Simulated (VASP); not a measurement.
A VASP calculation is set up with these files.

**POSCAR**
```
Sb
1.0
  4.0362718445  -2.1770597155   0.0127246453
  4.0362718445   2.1770597155   0.0127246453
  2.8507370433   0.0000000000   3.5922886675
Sb
2
Cart
  2.5318880007  -0.0000000000   0.8385491090
  8.3913927316   0.0000000000   2.7791888491
```

INCAR:
```
LMAXMIX  =  4   ! l cut-off of mixed one-centre charges
ISMEAR  =  0
SIGMA  =  0.05   ! width (eV)
LMIXTAU  =  T
ALGO  =  Normal
NSW  =  40
LASPH  =  T   ! aspherical one-centre terms
METAGGA  =  R2SCAN
EDIFFG  =  -0.01   ! ionic stop
ENCUT  =  480   ! plane-wave cut-off (eV)
SYSTEM  =  Sb
LREAL  =  F   ! projection in real space or not
LCHARG  =  F
IBRION  =  2
PSTRESS  =  100   ! kbar
LWAVE  =  F
ISIF  =  3
NELM  =  100   ! most electronic steps
EDIFF  =  1E-7   ! SCF stop (eV)
PREC  =  Accurate
```

File KPOINTS:
```
K-points
0
Gamma
 8 8 8
0 0 0
```

POTCAR, in this order: Sb (PBE.64 set). Program: vasp_std.

**Question.** Write an equivalent input for Ansatz.

**Answer.** One equivalent input (not run):
Ansatz 0.2 input:
```yaml
crystal:
  lattice:
    - [4.0362718, -2.1770597, 0.0127246]
    - [4.0362718, 2.1770597, 0.0127246]
    - [2.8507370, 0.0000000, 3.5922887]
  atoms:
    - { symbol: Sb, position: [0.2317882, 0.2317882, 0.2317882] }
    - { symbol: Sb, position: [0.7682118, 0.7682118, 0.7682118] }
kpoints:
  mp_grid: { grid: [8, 8, 8] }
hamiltonian:
  xc: r2scan
  pseudopotentials: { kind: paw }
scf:
  occupations: { method: gaussian, width: 0.05 }
  max_iter: 100
relax:
  max_steps: 40
  f_tol: 0.01
  cell: { p_target: 10 }
output: { forces: true, stress: true, eigenvalues: true }
```
Limits of the translation: each code has its own PAW files, so the cut-off isn't converted (ENCUT is set for VASP's; basis.ecutwfc is left out, and Ansatz then takes the one that its files recommend); Ansatz stops its SCF on the density residual and VASP on the energy change (EDIFF).

The compound is Sb in the a7 structure. This run relaxes it under an external pressure of 10 GPa. Symmetry was kept, so distortions that lower it aren't found.
